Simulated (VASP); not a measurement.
Output of a VASP run:

OSZICAR:
```
       N       E                     dE             d eps       ncg     rms          rms(c)
DAV:   1     0.176357326346E+03    0.17636E+03   -0.13798E+04  2498   0.124E+03
DAV:   2    -0.297981047820E+02   -0.20616E+03   -0.20138E+03  2827   0.343E+02
DAV:   3    -0.369138592740E+02   -0.71158E+01   -0.68228E+01  3185   0.547E+01
DAV:   4    -0.370494925618E+02   -0.13563E+00   -0.13442E+00  2938   0.662E+00
DAV:   5    -0.370524526215E+02   -0.29601E-02   -0.29332E-02  3069   0.911E-01    0.221E+01
DAV:   6    -0.357706593263E+02    0.12818E+01   -0.43687E+00  2771   0.137E+01    0.101E+01
DAV:   7    -0.355711503972E+02    0.19951E+00   -0.53539E-01  2899   0.536E+00    0.238E+00
DAV:   8    -0.355618609967E+02    0.92894E-02   -0.38225E-02  3174   0.128E+00    0.349E-01
DAV:   9    -0.355607162237E+02    0.11448E-02   -0.35576E-03  2867   0.493E-01    0.152E-01
DAV:  10    -0.355603970293E+02    0.31919E-03   -0.27049E-04  3080   0.132E-01    0.544E-02
DAV:  11    -0.355603933889E+02    0.36404E-05   -0.19807E-05  2836   0.317E-02    0.209E-02
DAV:  12    -0.355603928199E+02    0.56897E-06   -0.22142E-06  3029   0.974E-03    0.306E-03
DAV:  13    -0.355603924453E+02    0.37456E-06   -0.13060E-07  1719   0.305E-03    0.107E-03
DAV:  14    -0.355603922999E+02    0.14545E-06   -0.35268E-08  1593   0.125E-03    0.230E-04
DAV:  15    -0.355603923523E+02   -0.52385E-07   -0.66512E-09  1554   0.693E-04
   1 F= -.35560392E+02 E0= -.35560392E+02  d E =0.000000E+00
```

### OUTCAR
```
------------------------ aborting loop because EDIFF is reached ----------------------------------------
  FORCE on cell =-STRESS in cart. coord.  units (eV):
  Direction    XX          YY          ZZ          XY          YZ          ZX
  --------------------------------------------------------------------------------------
  Total        0.1179669      0.1179669     -0.1494415      0.0000000      0.0000000     -0.0000000
  in kB        2.9489906      2.9489905     -3.7358086      0.0000000      0.0000000     -0.0000000
  external PRESSURE =       0.7207242 kB  Pullay stress =       0.0000000 kB
  volume of cell :       64.09
      direct lattice vectors                 reciprocal lattice vectors
     3.035494683  0.000000000  0.000000000     0.329435596  0.190199732  0.000000000
    -1.517747342  2.628815486  0.000000000     0.000000000  0.380399463  0.000000000
     0.000000000  0.000000000  8.031703184     0.000000000  0.000000000  0.124506593
 POSITION                                       TOTAL-FORCE (eV/Angst)
 -----------------------------------------------------------------------------------
      0.00000      0.00000      0.00000         0.000000     -0.000000      0.000000
      0.00000      0.00000      4.01585         0.000000     -0.000000      0.000000
     -0.00000      1.75254      2.00793        -0.000000      0.000000      0.000000
      1.51775      0.87627      6.02378         0.000000      0.000000     -0.000000
 -----------------------------------------------------------------------------------
    total drift:                               -0.000000     -0.000000      0.000000
  FREE ENERGIE OF THE ION-ELECTRON SYSTEM (eV)
  ---------------------------------------------------
  free  energy   TOTEN  =       -35.5603923523 eV

  energy  without entropy=      -35.5603923523  energy(sigma->0) =      -35.56039235

 total charge

# of ion       s       p       d       tot
------------------------------------------
    1        0.312   6.187   2.420   8.918
    2        0.312   6.187   2.420   8.918
    3        0.770   0.871   0.000   1.641
    4        0.770   0.871   0.000   1.641
--------------------------------------------------
tot          2.163  14.115   4.839  21.118
```
(Selected blocks of OUTCAR.)

### POSCAR
```
TaSi
1
    3.0354946830     0.0000000000    -0.0000000000
   -1.5177473415     2.6288154858     0.0000000000
    0.0000000000    -0.0000000000     8.0317031840
Ta Si
2 2
Direct
  0.0000000000   0.0000000000   0.0000000000
  0.0000000000   0.0000000000   0.5000000000
  0.3333330000   0.6666670000   0.2500000000
  0.6666670000   0.3333330000   0.7500000000
```

**Question.** Write an INCAR and KPOINTS that could have produced this output.

**Answer.** One answer among several that fit: the input of the run itself, PBE GGA, plane waves, VASP's PBE PAW potentials (set 64).

**INCAR**
```
# general
SYSTEM =TaSi
PREC   =Accurate
ENCUT  =400
LREAL  =.FALSE.
LASPH  =.TRUE.

# electronic loop
EDIFF  =1E-7
NELM   =100
ALGO   =Normal
LMAXMIX=6

# smearing
ISMEAR =-5

# functional
GGA    =PE

# ions
ISIF   =2

# output
LWAVE  =.FALSE.
LCHARG =.TRUE.
LORBIT =11
NEDOS  =601

# other
LEFG   =.TRUE.
```

### KPOINTS
```
Regular mesh
0
G
 13 13 5
0 0 0
```

POTCAR, in this order: Ta_pv Si (PBE.64 set). Program: vasp_std.

For a metal the tetrahedron method with Blöchl corrections gives inexact stress and forces.

The structure was generated: TaSi was put into the NiAs type type (P6_3/mmc), which need not be its known phase. It was relaxed first, which changed the volume by -41 %.
